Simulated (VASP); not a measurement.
Runs of VASP 6.6.1 on HfC. It takes space group Fm-3m (No. 225, cubic). The conventional cell has a = 4.634 Å, b = 4.634 Å, c = 4.634 Å, α = 90.00°, β = 90.00°, γ = 90.00°. Hf (site symmetry m-3m) has 6 C at 2.32 Å as nearest neighbours. C (site symmetry m-3m) is surrounded by 6 Hf at 2.32 Å. The cell is a database's computed one.

| level | potentials or basis | k mesh | cutoff (eV) | mesh quality | gap on the mesh (eV) | pressure (GPa) | relaxed volume (Å³/atom) |
| --- | --- | --- | --- | --- | --- | --- | --- |
| PBEsol | VASP PAW PBE potentials, release 64 (Hf_pv, C_s) | 16 × 16 × 16 | 480 | not flagged | none | -0.1 | 12.21 |
| PBEsol | VASP PAW PBE potentials, release 64 (Hf_pv, C) | 6 × 6 × 6 | 600 | coarse | none | 0.0 | 12.21 |
| PBEsol | VASP PAW PBE potentials, release 64 (Hf, C) | 16 × 16 × 16 | 580 | not flagged | none | 0.0 | 12.24 |
| RPBE | VASP PAW PBE potentials, release 64 (Hf_pv, C) | 16 × 16 × 16 | 600 | not flagged | none | -0.1 | (a) |
| LDA | VASP PAW LDA potentials, release 64 (Hf_pv, C) | 16 × 16 × 16 | 600 | not flagged | none | 0.0 | 11.98 |

Alike in all rows: task relaxation of cell and atoms; no spin polarisation; cell relaxed; smearing gaussian 0.1 eV.

Question: Estimate the missing entries.

Answer: (a) 12.76.

Caveats: some runs use coarse meshes; the PAW data sets were made with another functional, which shifts forces and pressure a little (some runs).

A k mesh can miss the band edges, and the runs leave out spin-orbit coupling on Hf.

A gap of «none» marks a metal or a gap under the smearing width.

The runs don't all hold the same shells in valence.

Runs at the PBE level aren't shown here.
